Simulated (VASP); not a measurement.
# MnCo: energy at fixed spin moment

MnCo, Pm-3m (no. 221), 2 atoms in the cell. PBEsol, fixed spin moment; PAW potentials Co, Mn_pv (PBE set).

Volume against the source cell: 1.

## Input

INCAR.step1:
```
PREC = Accurate ; ENCUT = 450
EDIFF = 1E-7 ; NELM = 200
ALGO = Normal ; ISMEAR = 1
SIGMA = 0.1 ; LREAL = F
LASPH = T ; LMAXMIX = 4
LORBIT = 11 ; LWAVE = F
LCHARG = F ; GGA = PS
ISPIN = 2 ; ISIF = 2
NUPDOWN = 0.0 ; MAGMOM = 0 0
```

INCAR.step2, as INCAR.step1 but for:
```
- NUPDOWN = 0.0
- MAGMOM = 0 0
+ NUPDOWN = 0.82
+ MAGMOM = 0.4125 0.4125
```

INCAR.step3 to INCAR.step9 change the same tags again: MAGMOM = 0.825 0.825, 1.2375 1.2375, 1.65 1.65, 2.0625 2.0625, 2.475 2.475, 2.8875 2.8875, 3.3 3.3; NUPDOWN = 1.65, 2.47, 3.3, 4.12, 4.95, 5.78, 6.6.

INCAR.step10, as INCAR.step9 but for:
```
- NUPDOWN = 6.6
```

KPOINTS:
```
k-points
0
Gamma
  14 14 14
```

POSCAR:
```
MnCo
1.0
    2.8536000000      0.0000000000      0.0000000000
    0.0000000000      2.8536000000      0.0000000000
    0.0000000000      0.0000000000      2.8536000000
Co Mn
1 1
Direct
    0.5000000000      0.5000000000      0.5000000000
    0.0000000000      0.0000000000      0.0000000000
```

Commands (each step's output is kept before the next begins):
```
cat potpaw_PBE.64/Co/POTCAR potpaw_PBE.64/Mn_pv/POTCAR > POTCAR
cp INCAR.step1 INCAR
mpirun -np 4 vasp_std > vasp.out
rm WAVECAR CHG
cp INCAR.step2 INCAR
mpirun -np 4 vasp_std > vasp.out
rm WAVECAR CHG
cp INCAR.step3 INCAR
mpirun -np 4 vasp_std > vasp.out
rm WAVECAR CHG
cp INCAR.step4 INCAR
mpirun -np 4 vasp_std > vasp.out
rm WAVECAR CHG
cp INCAR.step5 INCAR
mpirun -np 4 vasp_std > vasp.out
rm WAVECAR CHG
cp INCAR.step6 INCAR
mpirun -np 4 vasp_std > vasp.out
rm WAVECAR CHG
cp INCAR.step7 INCAR
mpirun -np 4 vasp_std > vasp.out
rm WAVECAR CHG
cp INCAR.step8 INCAR
mpirun -np 4 vasp_std > vasp.out
rm WAVECAR CHG
cp INCAR.step9 INCAR
mpirun -np 4 vasp_std > vasp.out
rm WAVECAR CHG
cp INCAR.step10 INCAR
mpirun -np 4 vasp_std > vasp.out
```

## Result

- Moment at the minimum, by a parabola in the squared moment through the lowest point and its neighbours (muB per cell): 4.17
- Energy there by the same parabola, against the smallest moment (meV/atom): -433.0
- Moment left free (muB per cell): 4.03
- Energy at the first moment above zero (meV/atom): -18.1

Energy at fixed total moment:

| Moment (muB per cell) | Energy (meV/atom) | Pressure (GPa) |
|---|---|---|
| 0.00 | 0.0 | -26.9 |
| 0.82 | -18.1 | -24.4 |
| 1.65 | -115.8 | -23.8 |
| 2.47 | -211.1 | -22.0 |
| 3.30 | -331.2 | -16.1 |
| 4.12 | -432.7 | -9.2 |
| 4.95 | -308.1 | -0.3 |
| 5.78 | -30.6 | 12.5 |
| 6.60 | 501.3 | 29.0 |

VASP 6.6.1 took 606 s on 4 cores (Intel Xeon Platinum 8375C @ 2.90GHz (Ice Lake)), a shared host.
